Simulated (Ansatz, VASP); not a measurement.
SnPb3O4: VASP beside Ansatz

```
Sn Pb O
1.0
     4.00177    0.00000    0.00000
     0.00000    4.00177    0.00000
     0.00000    0.00000   10.91296
Sn Pb O
1 3 4
Cartesian
  2.0009 2.0009 4.2827
  0.0000 0.0000 1.2742
  0.0000 0.0000 6.6081
  2.0009 2.0009 9.7653
  0.0000 2.0009 0.0386
  0.0000 2.0009 5.3657
  2.0009 0.0000 0.0386
  2.0009 0.0000 5.3657
```

Alike in both runs: task single point; functional PBE; k mesh 4 × 4 × 2; occupations gaussian, width 0.1 eV; no spin polarisation.

```csv
,VASP,Ansatz
version,VASP 6.6.1,Ansatz 0.2.0
potentials or method,"VASP PAW PBE potentials, release 64 (Sn_d, Pb_d, O)","scalar-relativistic, plane waves, PAW"
plane-wave cutoff (eV),520,420
valence electrons in the cell,80,80
```

Ansatz gave:

* gap on the k mesh at the Fermi level (eV): 1.48
* least direct gap on the mesh (eV): 1.75
* pressure (GPa): 0.0
* rms of the force components (eV/Å): 0.002

Task: Estimate VASP's values.

Result: gap on the k mesh at the Fermi level (eV): 1.49; least direct gap on the mesh (eV): 1.73; pressure (GPa): 0.1; rms of the force components (eV/Å): 0.018.

Atom by atom the forces differ by 0.019 eV/Å (rms over components).

Caveats: spin-orbit coupling is left out, which as a rule narrows the gap of such compounds by several tenths of an eV. Expect the measured gap to be larger: semilocal functionals such as PBE lack the derivative discontinuity. A k mesh can miss the band edges.
